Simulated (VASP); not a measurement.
Here is the system:

```xyz
1
Lattice="0.0000 1.9185 1.9185 1.9185 0.0000 1.9185 1.9185 1.9185 0.0000" Properties=species:S:1:pos:R:3 pbc="T T T"
Pd     0.0000     0.0000     0.0000
```

These are LDA (Ceperley-Alder, Perdew-Zunger), VASP's LDA PAW potentials (set 64) (plane waves; VASP) values and carry that method's errors. Settings: 400 eV cut-off, 18×18×18 Γ-centred mesh, tetrahedra with Blöchl corrections, potentials Pd.

Q: Estimate the energy per atom (σ→0), band gap (on the k-mesh) with the smallest direct gap where there is one.

A: 
```
Item                                                        Result
------------------------  ----------------------------------------
band gap (on the k-mesh)  none (metal, semimetal or under 0.01 eV)
energy per atom (σ→0)                               -6.495 eV/atom
```

The absolute energy has meaning only against runs of the same code, potentials and settings.

The structure comes from a computed database's Pd entry (Fm-3m); how it stands against other phases isn't given here. It was relaxed first, which changed the volume by -6 %.
